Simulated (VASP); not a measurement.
Method: PBE GGA, VASP's PBE PAW potentials (set 64) (plane waves; VASP).

A VASP calculation is set up with these files.

KPOINTS:
```
Automatic
0
Gamma
 6 6 3
0 0 0
```

INCAR:
```
ALGO = Normal   # blocked Davidson
LWAVE = F
GGA = PE
LMAXMIX = 4   # l cut-off of mixed one-centre charges
ISMEAR = 0   # Gaussian
NELM = 100
LCHARG = F
SIGMA = 0.01
PREC = Accurate
LREAL = F   # projection in real space or not
ENCUT = 400
SYSTEM = ZnO
EDIFF = 1E-6   # SCF stop (eV)
ISIF = 2   # forces and stress, cell fixed
LASPH = T
```

POSCAR:
```
ZnO
1
    3.2622780000     0.0000000000     0.0000000000
   -1.6311390000     2.8252150000     0.0000000000
    0.0000000000     0.0000000000     5.2622700000
Zn O
2 2
Direct
  0.6666670000   0.3333330000   0.5005900000
  0.3333330000   0.6666670000   0.0005900000
  0.6666670000   0.3333330000   0.8797200000
  0.3333330000   0.6666670000   0.3797200000
```

POTCAR, in this order: Zn O (PBE.64 set). Program: vasp_std.

Output of the run:

File OSZICAR:
```
       N       E                     dE             d eps       ncg     rms          rms(c)
DAV:   1     0.252732590198E+03    0.25273E+03   -0.16452E+04   624   0.200E+03
DAV:   2     0.400319694512E+01   -0.24873E+03   -0.23978E+03   670   0.394E+02
DAV:   3    -0.206782054849E+02   -0.24681E+02   -0.24529E+02   718   0.139E+02
DAV:   4    -0.210537535628E+02   -0.37555E+00   -0.37537E+00   676   0.183E+01
DAV:   5    -0.210565024003E+02   -0.27488E-02   -0.27487E-02   718   0.145E+00    0.146E+01
DAV:   6    -0.177535028318E+02    0.33030E+01   -0.11358E+01  1070   0.716E+01    0.898E+00
DAV:   7    -0.179163140825E+02   -0.16281E+00   -0.25586E+00   650   0.187E+01    0.533E+00
DAV:   8    -0.179346420297E+02   -0.18328E-01   -0.77155E-01   930   0.879E+00    0.175E+00
DAV:   9    -0.178743648740E+02    0.60277E-01   -0.17716E-01   970   0.766E+00    0.322E-01
DAV:  10    -0.178778866914E+02   -0.35218E-02   -0.52493E-02   616   0.167E+00    0.146E-01
DAV:  11    -0.178778768853E+02    0.98061E-05   -0.14771E-03   896   0.547E-01    0.379E-02
DAV:  12    -0.178779336113E+02   -0.56726E-04   -0.16573E-04   868   0.275E-01    0.339E-02
DAV:  13    -0.178779274440E+02    0.61673E-05   -0.36598E-05   774   0.136E-01    0.126E-02
DAV:  14    -0.178779277814E+02   -0.33745E-06   -0.15638E-05   676   0.391E-02    0.490E-03
DAV:  15    -0.178779271423E+02    0.63908E-06   -0.15016E-06   432   0.121E-02
   1 F= -.17877927E+02 E0= -.17877927E+02  d E =-.489553E-16
```

File OUTCAR:
```
------------------------ aborting loop because EDIFF is reached ----------------------------------------
  FORCE on cell =-STRESS in cart. coord.  units (eV):
  Direction    XX          YY          ZZ          XY          YZ          ZX
  --------------------------------------------------------------------------------------
  Total       -0.4247376     -0.4247374     -0.3998932      0.0000000      0.0000000      0.0000000
  in kB      -14.0309046    -14.0308985    -13.2101869      0.0000000      0.0000000      0.0000000
  external PRESSURE =     -13.7573300 kB  Pullay stress =       0.0000000 kB
  volume of cell :       48.50
      direct lattice vectors                 reciprocal lattice vectors
     3.262278000  0.000000000  0.000000000     0.306534268  0.176977681  0.000000000
    -1.631139000  2.825215000  0.000000000     0.000000000  0.353955363  0.000000000
     0.000000000  0.000000000  5.262270000     0.000000000  0.000000000  0.190032058
  FREE ENERGIE OF THE ION-ELECTRON SYSTEM (eV)
  ---------------------------------------------------
  free  energy   TOTEN  =       -17.8779271423 eV

  energy  without entropy=      -17.8779271423  energy(sigma->0) =      -17.87792714
```
(Selected blocks of OUTCAR.)

**OUTCAR**
```
 val. band max:        1.0382723077   @ k =   0.0000   0.0000   0.0000

 cond. band min:       1.7880359899   @ k =   0.0000   0.0000   0.0000


 Fermi energy:         1.0915530971

 k-point     1 :       0.0000    0.0000    0.0000
  band No.  band energies     occupation
      1     -16.9109      2.00000
      2     -16.2190      2.00000
      3      -4.5698      2.00000
      4      -4.5698      2.00000
      5      -4.5268      2.00000
      6      -4.4696      2.00000
      7      -4.3814      2.00000
      8      -4.3814      2.00000
      9      -3.4365      2.00000
     10      -3.4365      2.00000
     11      -3.2347      2.00000
     12      -3.2347      2.00000
     13      -2.9673      2.00000
     14       0.2665      2.00000
     15       0.2665      2.00000
     16       0.9555      2.00000
     17       1.0383      2.00000
     18       1.0383      2.00000
     19       1.7880      0.00000
     20       6.1907      0.00000
     21       9.1786      0.00000
     22      13.8494      0.00000

 k-point     2 :       0.1667    0.0000    0.0000
  band No.  band energies     occupation
      1     -16.7697      2.00000
      2     -16.1585      2.00000
      3      -4.7120      2.00000
      4      -4.4904      2.00000
      5      -4.4665      2.00000
      6      -4.3886      2.00000
      7      -4.2634      2.00000
      8      -4.2353      2.00000
      9      -3.4939      2.00000
     10      -3.4375      2.00000
     11      -3.2233      2.00000
     12      -3.1156      2.00000
     13      -2.9968      2.00000
     14      -0.6410      2.00000
     15      -0.0775      2.00000
     16      -0.0757      2.00000
     17       0.7753      2.00000
     18       0.8525      2.00000
     19       3.2677      0.00000
     20       7.1935      0.00000
     21       9.1768      0.00000
     22      11.8094      0.00000

 k-point     3 :       0.3333    0.0000    0.0000
  band No.  band energies     occupation
      1     -16.4526      2.00000
...
```

At this cut-off the stress carries a Pulay error, which pulls relaxed volumes low.

The structure comes from a computed database's ZnO entry; how it stands against other phases isn't given here. The cell was not relaxed at this level. The run is one of a series of settings (AEXX removed, HFRCUT removed, ISYM removed, LHFCALC removed, PRECFOCK removed against the base run), some of them coarse on purpose.
